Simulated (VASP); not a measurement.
VASP runs on AgCl (space group Fm-3m) share one base input (PBE GGA, plane waves, VASP's PBE PAW potentials (set 64)) and change the settings named in each case.

INCAR:
```
ALGO = Normal
EDIFF = 1E-6
ENCUT = 300
GGA = PE
ISIF = 2
ISMEAR = -1
LASPH = .TRUE.
LCHARG = .FALSE.
LMAXMIX = 4
LREAL = .FALSE.
LWAVE = .FALSE.
NELM = 100
PREC = Accurate
SIGMA = 0.01
SYSTEM = AgCl
```

File POSCAR:
```
AgCl
1
    0.0000000000     2.7750000000     2.7750000000
    2.7750000000     0.0000000000     2.7750000000
    2.7750000000     2.7750000000     0.0000000000
Ag Cl
1 1
Direct
  0.0000000000   0.0000000000   0.0000000000
  0.5000000000   0.5000000000   0.5000000000
```

File KPOINTS:
```
Automatic
0
G
8 8 8
0 0 0
```

POTCAR, in this order: Ag Cl (PBE.64 set). Program: vasp_std.

| change | E(σ→0) (eV/atom) | pressure (GPa) | gap on the mesh (eV) |
|---|---|---|---|
| base run | -2.6992 | 1.07 | 0.89 |
| GGA = PS | -3.0222 | ___ | ___ |
| GGA_COMPAT = .FALSE., LNONCOLLINEAR = .TRUE., LSORBIT = .TRUE., MAGMOM = 0.0 0.0 0.0 0.0 0.0 0.0, program vasp_ncl | -2.7094 | ___ | ___ |
| KPOINTS 4×4×4 Γ-centred mesh | -2.6930 | 1.23 | 0.89 |

Q: Some entries are withheld; supply them.

A: 
- GGA = PS, pressure (GPa): -3.17
- GGA = PS, gap on the mesh (eV): 0.72
- GGA_COMPAT = .FALSE., LNONCOLLINEAR = .TRUE., LSORBIT = .TRUE., MAGMOM = 0.0 0.0 0.0 0.0 0.0 0.0, program vasp_ncl, pressure (GPa): 1.03
- GGA_COMPAT = .FALSE., LNONCOLLINEAR = .TRUE., LSORBIT = .TRUE., MAGMOM = 0.0 0.0 0.0 0.0 0.0 0.0, program vasp_ncl, gap on the mesh (eV): 0.85

Energies of different potentials or functionals have different zeros.  At 300 eV the pressure can carry a Pulay error.

Left out are runs that ran out of time, are held back, or changed the cell or the kind of run, fixed moments of cells without a moment, rows past the twelfth, gaps on odd meshes, pressures of charged cells and columns that move by less than the noise.

The structure is a typed AgCl crystal (Fm-3m). The cell was not relaxed at this level.
